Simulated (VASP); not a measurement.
Output of a VASP run:

### OSZICAR
```
...
DAV:   3    -0.661505632662E+01   -0.12006E+01   -0.11970E+01  3974   0.263E+01
DAV:   4    -0.662225245171E+01   -0.71961E-02   -0.71874E-02  4317   0.195E+00
DAV:   5    -0.662227349714E+01   -0.21045E-04   -0.21043E-04  3872   0.828E-02    0.335E+00
DAV:   6    -0.661180898896E+01    0.10465E-01   -0.57772E-03  3860   0.592E-01    0.201E+00
DAV:   7    -0.660692491666E+01    0.48841E-02   -0.12059E-02  3697   0.886E-01    0.869E-02
DAV:   8    -0.660700533001E+01   -0.80413E-04   -0.35301E-04  3548   0.147E-01    0.302E-02
DAV:   9    -0.660703497467E+01   -0.29645E-04   -0.49694E-05  3895   0.584E-02    0.115E-02
DAV:  10    -0.660703436053E+01    0.61413E-06   -0.35068E-06  4003   0.126E-02    0.409E-03
DAV:  11    -0.660703433516E+01    0.25373E-07   -0.67164E-07  3573   0.654E-03
   1 F= -.66070343E+01 E0= -.66070495E+01  d E =-.660703E+01
       N       E                     dE             d eps       ncg     rms          rms(c)
DAV:   1    -0.660928046410E+01   -0.22461E-02   -0.11281E-01  3436   0.206E+00    0.822E-02
DAV:   2    -0.660956559811E+01   -0.28513E-03   -0.35655E-03  3839   0.456E-01    0.473E-02
DAV:   3    -0.660954104664E+01    0.24551E-04   -0.49566E-05  4018   0.492E-02    0.209E-02
DAV:   4    -0.660953785196E+01    0.31947E-05   -0.15749E-05  3751   0.272E-02    0.494E-03
DAV:   5    -0.660953747153E+01    0.38043E-06   -0.15048E-06  3636   0.874E-03    0.720E-04
DAV:   6    -0.660953745941E+01    0.12122E-07   -0.59739E-08  1799   0.211E-03
   2 F= -.66095375E+01 E0= -.66095522E+01  d E =-.250312E-02
       N       E                     dE             d eps       ncg     rms          rms(c)
DAV:   1    -0.660987799202E+01   -0.34052E-03   -0.56848E-02  3436   0.146E+00    0.585E-02
DAV:   2    -0.661002296454E+01   -0.14497E-03   -0.17974E-03  3832   0.324E-01    0.332E-02
DAV:   3    -0.661001076694E+01    0.12198E-04   -0.23489E-05  4042   0.342E-02    0.148E-02
DAV:   4    -0.661000881391E+01    0.19530E-05   -0.77236E-06  3738   0.192E-02    0.334E-03
DAV:   5    -0.661000855259E+01    0.26132E-06   -0.72540E-07  3625   0.608E-03    0.502E-04
DAV:   6    -0.661000854223E+01    0.10355E-07   -0.27883E-08  1746   0.145E-03
   3 F= -.66100085E+01 E0= -.66100266E+01  d E =-.297421E-02
       N       E                     dE             d eps       ncg     rms          rms(c)
DAV:   1    -0.661051071282E+01   -0.50216E-03   -0.18729E-02  3473   0.828E-01    0.647E-02
DAV:   2    -0.661043851771E+01    0.72195E-04   -0.56135E-04  3618   0.169E-01    0.354E-02
DAV:   3    -0.661040491588E+01    0.33602E-04   -0.15117E-04  4358   0.752E-02    0.835E-03
DAV:   4    -0.661040553052E+01   -0.61464E-06   -0.10481E-05  3519   0.260E-02    0.372E-03
DAV:   5    -0.661040551406E+01    0.16460E-07   -0.97915E-07  4008   0.709E-03
   4 F= -.66104055E+01 E0= -.66104229E+01  d E =-.396972E-03
       N       E                     dE             d eps       ncg     rms          rms(c)
DAV:   1    -0.661047380886E+01   -0.68278E-04   -0.39880E-03  3475   0.382E-01    0.298E-02
DAV:   2    -0.661045851170E+01    0.15297E-04   -0.11938E-04  3639   0.780E-02    0.163E-02
DAV:   3    -0.661045143379E+01    0.70779E-05   -0.32189E-05  4348   0.348E-02    0.388E-03
DAV:   4    -0.661045156249E+01   -0.12871E-06   -0.22546E-06  3544   0.121E-02    0.172E-03
DAV:   5    -0.661045154301E+01    0.19486E-07   -0.20398E-07  2621   0.330E-03
   5 F= -.66104515E+01 E0= -.66104629E+01  d E =-.443001E-03
```

OUTCAR:
```
------------------------ aborting loop because EDIFF is reached ----------------------------------------
  FORCE on cell =-STRESS in cart. coord.  units (eV):
  Direction    XX          YY          ZZ          XY          YZ          ZX
  --------------------------------------------------------------------------------------
  Total        0.4500510      0.4507932      0.4507225      0.0000000      0.0000000     -0.0002291
  in kB       17.4573297     17.4861180     17.4833743      0.0000000      0.0000000     -0.0088868
  external PRESSURE =      17.4756073 kB  Pullay stress =       0.0000000 kB
  volume of cell :       41.30
      direct lattice vectors                 reciprocal lattice vectors
     3.502862810 -1.892639257 -0.062422680     0.140669517 -0.264181353 -0.116207438
     3.502862810  1.892639257 -0.062422680     0.140669517  0.264181353 -0.116207438
     2.536066435 -0.000000000  3.069917433     0.005720654  0.000000000  0.321015813
 POSITION                                       TOTAL-FORCE (eV/Angst)
 -----------------------------------------------------------------------------------
      2.21067     -0.00000      0.68232        -0.005175      0.000000     -0.001597
      7.33112     -0.00000      2.26275         0.005175     -0.000000      0.001597
 -----------------------------------------------------------------------------------
    total drift:                                0.000000      0.000000      0.000000
  FREE ENERGIE OF THE ION-ELECTRON SYSTEM (eV)
  ---------------------------------------------------
  free  energy   TOTEN  =        -6.6104515430 eV

  energy  without entropy=       -6.6104855722  energy(sigma->0) =       -6.61046289

 reached required accuracy - stopping structural energy minimisation
```
(Selected blocks of OUTCAR.)

File POSCAR:
```
As
1
    3.5349240086    -1.8826745494    -0.0465060561
    3.5349240086     1.8826745494    -0.0465060561
    2.5732178055     0.0000000000     3.0693423561
As
2
Direct
  0.2302651951   0.2302651951   0.2302651951
  0.7697348049   0.7697348049   0.7697348049
```

Q: Reconstruct the remaining input files.

A: Several could match; the one computed here: the input of the run itself, vdW-DF-cx, plane waves, VASP's PBE PAW potentials (set 64).

File KPOINTS:
```
kpoints
0
Gamma
 12 12 12
```

INCAR:
```
# general
SYSTEM   = As
PREC     = Accurate
ENCUT    = 520
LREAL    = .False.
LASPH    = .True.

# electronic loop
EDIFF    = 1E-7
NELM     = 100
ALGO     = Normal
LMAXMIX  = 4

# smearing
ISMEAR   = 1
SIGMA    = 0.1

# functional
GGA      = CX
LUSE_VDW = .True.
AGGAC    = 0.0

# ions
IBRION   = 2
NSW      = 30
ISIF     = 4
EDIFFG   = -0.01

# output
LWAVE    = .False.
LCHARG   = .False.
```

POTCAR, in this order: As (PBE.64 set). Program: vasp_std.

The compound is As in the a7 structure. This cell is one point of a volume scan, at 0.97 of the reference volume. Symmetry was kept, so distortions that lower it aren't found.
